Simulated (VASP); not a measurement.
Computed with PW91 GGA, VASP's PBE PAW potentials (set 64) (plane waves; VASP).

The input files of a VASP run:

### KPOINTS
```
kpoints
0
Gamma
 5 5 7
0 0 0
```

### INCAR
```
SYSTEM = SnO2
PREC = Accurate
ENCUT = 520
EDIFF = 1E-7
NELM = 100
ALGO = Normal
LREAL = .FALSE.
LASPH = .TRUE.
ISMEAR = 0
SIGMA = 0.05
GGA = 91
LMAXMIX = 4
LWAVE = .FALSE.
LCHARG = .FALSE.
ISIF = 4
IBRION = 2
NSW = 30
EDIFFG = -0.01
```

File POSCAR:
```
SnO2
1
    4.9221818149     0.0000000000     0.0000000000
    0.0000000000     4.9221818149     0.0000000000
    0.0000000000     0.0000000000     3.3058364161
Sn O
2 4
Direct
  1.0000000000   1.0000000000   1.0000000000
  0.5000000000   0.5000000000   0.5000000000
  0.3064990390   0.3064990390   0.0000000000
  0.8064990390   0.1935009610   0.5000000000
  0.1935009610   0.8064990390   0.5000000000
  0.6935009610   0.6935009610   0.0000000000
```

POTCAR, in this order: Sn_d O (PBE.64 set). Program: vasp_std.

Output of the run:

OSZICAR:
```
       N       E                     dE             d eps       ncg     rms          rms(c)
DAV:   1     0.664125002926E+03    0.66413E+03   -0.26378E+04  1558   0.251E+03
DAV:   2     0.613078856218E+02   -0.60282E+03   -0.58456E+03  1695   0.673E+02
DAV:   3    -0.385195096278E+02   -0.99827E+02   -0.97505E+02  1733   0.227E+02
DAV:   4    -0.436838174641E+02   -0.51643E+01   -0.51378E+01  1763   0.573E+01
DAV:   5    -0.438429983279E+02   -0.15918E+00   -0.15909E+00  1821   0.105E+01    0.154E+01
DAV:   6    -0.374633912291E+02    0.63796E+01   -0.27299E+01  2380   0.749E+01    0.561E+00
DAV:   7    -0.375398493996E+02   -0.76458E-01   -0.21657E+00  1593   0.892E+00    0.317E+00
DAV:   8    -0.375157040122E+02    0.24145E-01   -0.38676E-01  2069   0.482E+00    0.877E-01
DAV:   9    -0.374968505882E+02    0.18853E-01   -0.97975E-02  2090   0.357E+00    0.141E-01
DAV:  10    -0.374977362137E+02   -0.88563E-03   -0.68179E-03  2256   0.859E-01    0.673E-02
DAV:  11    -0.374977854324E+02   -0.49219E-04   -0.61903E-04  2371   0.254E-01    0.313E-02
DAV:  12    -0.374977850420E+02    0.39045E-06   -0.38043E-05  1935   0.506E-02    0.185E-02
DAV:  13    -0.374977811598E+02    0.38822E-05   -0.21422E-05  2039   0.307E-02    0.260E-03
DAV:  14    -0.374977813037E+02   -0.14393E-06   -0.11919E-06  1748   0.855E-03    0.199E-03
DAV:  15    -0.374977814506E+02   -0.14686E-06   -0.19406E-08  1157   0.236E-03    0.132E-03
DAV:  16    -0.374977815443E+02   -0.93718E-07   -0.47443E-08  1073   0.252E-03
   1 F= -.37497782E+02 E0= -.37497691E+02  d E =-.374978E+02
       N       E                     dE             d eps       ncg     rms          rms(c)
DAV:   1    -0.375231767553E+02   -0.25395E-01   -0.32138E+00  1504   0.125E+01    0.954E-01
DAV:   2    -0.375182312875E+02    0.49455E-02   -0.14182E-01  1865   0.331E+00    0.554E-01
DAV:   3    -0.375085316575E+02    0.96996E-02   -0.10943E-02  2049   0.131E+00    0.134E-01
DAV:   4    -0.375084877849E+02    0.43873E-04   -0.40066E-03  1876   0.464E-01    0.421E-02
DAV:   5    -0.375084729246E+02    0.14860E-04   -0.39482E-04  1699   0.187E-01    0.149E-02
DAV:   6    -0.375084713197E+02    0.16049E-05   -0.37761E-05  2041   0.627E-02    0.590E-03
DAV:   7    -0.375084720896E+02   -0.76986E-06   -0.46753E-06  2201   0.202E-02    0.391E-03
DAV:   8    -0.375084718709E+02    0.21866E-06   -0.14885E-06  1932   0.126E-02    0.570E-04
DAV:   9    -0.375084718738E+02   -0.29013E-08   -0.74785E-08  1066   0.220E-03
   2 F= -.37508472E+02 E0= -.37508457E+02  d E =-.106903E-01
       N       E                     dE             d eps       ncg     rms          rms(c)
DAV:   1    -0.375119605035E+02   -0.34886E-02   -0.52122E-01  1536   0.505E+00    0.386E-01
DAV:   2    -0.375110649912E+02    0.89551E-03   -0.22549E-02  1857   0.133E+00    0.224E-01
DAV:   3    -0.375094908607E+02    0.15741E-02   -0.18290E-03  2098   0.541E-01    0.548E-02
DAV:   4    -0.375094833779E+02    0.74827E-05   -0.66677E-04  1921   0.185E-01    0.170E-02
DAV:   5    -0.375094807694E+02    0.26086E-05   -0.69687E-05  1699   0.825E-02    0.632E-03
DAV:   6    -0.375094804485E+02    0.32085E-06   -0.75546E-06  2033   0.333E-02    0.258E-03
DAV:   7    -0.375094805051E+02   -0.56613E-07   -0.71902E-07  1781   0.737E-03
   3 F= -.37509481E+02 E0= -.37509476E+02  d E =-.116990E-01
       N       E                     dE             d eps       ncg     rms          rms(c)
DAV:   1    -0.375094906891E+02   -0.10241E-04   -0.25454E-03  1574   0.353E-01    0.269E-02
DAV:   2    -0.375094866531E+02    0.40360E-05   -0.11045E-04  1841   0.937E-02    0.156E-02
DAV:   3    -0.375094792579E+02    0.73952E-05   -0.86577E-06  2127   0.373E-02    0.389E-03
DAV:   4    -0.375094791799E+02    0.77970E-07   -0.32125E-06  1928   0.126E-02    0.119E-03
DAV:   5    -0.375094791036E+02    0.76347E-07   -0.31990E-07  1664   0.555E-03
   4 F= -.37509479E+02 E0= -.37509475E+02  d E =-.116976E-01
       N       E                     dE             d eps       ncg     rms          rms(c)
DAV:   1    -0.375095771156E+02   -0.97936E-04   -0.16264E-02  1502   0.880E-01    0.605E-02
DAV:   2    -0.375095536243E+02    0.23491E-04   -0.33298E-04  1980   0.177E-01    0.361E-02
DAV:   3    -0.375095266723E+02    0.26952E-04   -0.21004E-05  2293   0.611E-02    0.643E-03
DAV:   4    -0.375095263904E+02    0.28189E-06   -0.59327E-06  2061   0.178E-02    0.186E-03
DAV:   5    -0.375095263564E+02    0.34010E-07   -0.27269E-07  1374   0.488E-03
   5 F= -.37509526E+02 E0= -.37509522E+02  d E =-.472528E-04
```

OUTCAR:
```
------------------------ aborting loop because EDIFF is reached ----------------------------------------
  FORCE on cell =-STRESS in cart. coord.  units (eV):
  Direction    XX          YY          ZZ          XY          YZ          ZX
  --------------------------------------------------------------------------------------
  Total       -4.1507899     -4.1507899     -4.1409299     -0.0000000      0.0000000      0.0000000
  in kB      -83.0318410    -83.0318410    -82.8346037     -0.0000000      0.0000000      0.0000000
  external PRESSURE =     -82.9660952 kB  Pullay stress =       0.0000000 kB
  volume of cell :       80.09
      direct lattice vectors                 reciprocal lattice vectors
     4.949553996  0.000000000  0.000000000     0.202038406 -0.000000000  0.000000000
     0.000000000  4.949553996  0.000000000    -0.000000000  0.202038406  0.000000000
     0.000000000  0.000000000  3.269373436     0.000000000  0.000000000  0.305869005
 POSITION                                       TOTAL-FORCE (eV/Angst)
 -----------------------------------------------------------------------------------
      0.00000      0.00000      0.00000        -0.000000     -0.000000      0.000000
      2.47478      2.47478      1.63469        -0.000000     -0.000000      0.000000
      1.52523      1.52523      0.00000        -0.003465     -0.003465      0.000000
      4.00000      0.94955      1.63469        -0.003465      0.003465     -0.000000
      0.94955      4.00000      1.63469         0.003465     -0.003465      0.000000
      3.42433      3.42433      0.00000         0.003465      0.003465     -0.000000
 -----------------------------------------------------------------------------------
    total drift:                                0.000000      0.000000      0.000000
  FREE ENERGIE OF THE ION-ELECTRON SYSTEM (eV)
  ---------------------------------------------------
  free  energy   TOTEN  =       -37.5095263564 eV

  energy  without entropy=      -37.5095178108  energy(sigma->0) =      -37.50952208

 reached required accuracy - stopping structural energy minimisation
```
(Selected blocks of OUTCAR.)

CONTCAR:
```
SnO2
   1.00000000000000
     4.9495539959590014    0.0000000000000000    0.0000000000000000
     0.0000000000000000    4.9495539959590014    0.0000000000000000
     0.0000000000000000    0.0000000000000000    3.2693734364748530
  Sn              O
     2     4
Direct
     0.0000000000000000    0.0000000000000000    0.0000000000000000
     0.5000000000000000    0.5000000000000000    0.5000000000000000
     0.3081546227052691    0.3081546227052691    0.0000000000000000
     0.8081546227052691    0.1918453772947309    0.5000000000000000
     0.1918453772947309    0.8081546227052691    0.5000000000000000
     0.6918453772947309    0.6918453772947309    0.0000000000000000
```

OUTCAR:
```
 val. band max:        4.7892608619   @ k =   0.0000   0.0000   0.0000

 cond. band min:       4.9797957903   @ k =   0.0000   0.0000   0.0000


 Fermi energy:         4.8845283290

 k-point     1 :       0.0000    0.0000    0.0000
  band No.  band energies     occupation
      1     -16.1643      2.00000
      2     -15.6522      2.00000
      3     -15.4790      2.00000
      4     -15.4542      2.00000
      5     -15.4542      2.00000
      6     -15.3914      2.00000
      7     -15.3885      2.00000
      8     -15.3373      2.00000
      9     -15.2946      2.00000
     10     -15.2946      2.00000
     11     -13.4979      2.00000
     12     -11.9459      2.00000
     13     -11.9459      2.00000
     14     -10.7705      2.00000
     15      -2.9215      2.00000
     16       1.0748      2.00000
     17       1.0748      2.00000
     18       1.2567      2.00000
     19       2.1225      2.00000
     20       2.6840      2.00000
     21       2.8481      2.00000
     22       3.5600      2.00000
     23       3.5600      2.00000
     24       4.0857      2.00000
     25       4.0857      2.00000
     26       4.7893      1.99295
     27       4.9798      0.00705
     28      10.0071      0.00000
     29      10.6443      0.00000
     30      10.6443      0.00000
     31      14.6487      0.00000

 k-point     2 :       0.2000    0.0000    0.0000
  band No.  band energies     occupation
      1     -16.1208      2.00000
      2     -15.6987      2.00000
      3     -15.4770      2.00000
      4     -15.4528      2.00000
      5     -15.4527      2.00000
      6     -15.4185      2.00000
      7     -15.3830      2.00000
      8     -15.3416      2.00000
      9     -15.2963      2.00000
     10     -15.2963      2.00000
     11     -13.3859      2.00000
     12     -12.1551      2.00000
     13     -11.7992      2.00000
     14     -10.8283      2.00000
     15      -2.6700      2.00000
     16       0.3445      2.00000
     17       1.2327      2.00000
...
```

Unless said otherwise, spin-orbit coupling is left out, though it shifts the bands of the heavy elements here.

The compound is SnO2 in the rutile structure. This cell is one point of a volume scan, at 1.06 of the reference volume. Symmetry was kept, so distortions that lower it aren't found.
